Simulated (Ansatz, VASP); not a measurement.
# Two plane-wave programs on ZrAs3

```
Zr As
1.0
     0.00000    3.38449    3.38449
     3.38449    0.00000    3.38449
     3.38449    3.38449    0.00000
Zr As
1 3
Cartesian
  3.3845 3.3845 3.3845
  1.6922 1.6922 1.6922
  5.0767 5.0767 5.0767
  0.0000 0.0000 0.0000
```

Alike in both runs: task relaxation of cell and atoms; functional PBE; k mesh 12 × 12 × 12; occupations gaussian, width 0.1 eV; no spin polarisation.

|  | VASP | Ansatz |
| --- | --- | --- |
| version | VASP 6.6.1 | Ansatz 0.2.0 |
| potentials or method | VASP PAW PBE potentials, release 64 (Zr_sv, As) | scalar-relativistic, plane waves, PAW |
| plane-wave cutoff (eV) | 600 | 420 |
| valence electrons in the cell | 27 | 57 |

|  | VASP | Ansatz | Ansatz less VASP |
| --- | --- | --- | --- |
| gap on the k mesh at the Fermi level, each at its own relaxed structure (eV) | none | none | - |
| relaxed volume (Å³/atom) | 19.47 | 19.44 | -0.026 |
| relaxed cell length with the largest relative difference (Å) | 4.793 | 4.791 | -0.0021 |

A gap of «none» marks a metal or a gap that the smearing closes. The two sets of potentials don't hold the same shells in valence.
